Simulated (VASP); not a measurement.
Given:

```xyz
2
Lattice="0.0000 2.8395 2.8395 2.8395 0.0000 2.8395 2.8395 2.8395 0.0000" Properties=species:S:1:pos:R:3 pbc="T T T"
Na     0.0000     0.0000     0.0000
Cl     2.8395     2.8395     2.8395
```

Calculation: PBE GGA, VASP's PBE PAW potentials (set 64) (plane waves; VASP). Run with 480 eV cut-off, 8×8×8 Γ-centred mesh, Gaussian smearing of 0.050 eV, potentials Na_pv Cl.

What does the run give for the energy per atom (σ→0), band gap (on the k-mesh) with the smallest direct gap where there is one?

| Property | Value |
|---|---|
| band gap (on the k-mesh) | 5.03 eV |
| smallest direct gap (on the k-mesh) | 5.03 eV |
| energy per atom (σ→0) | -3.389 eV/atom |

The absolute energy has meaning only against runs of the same code, potentials and settings.

The compound is NaCl in the rock salt structure. It was relaxed first.
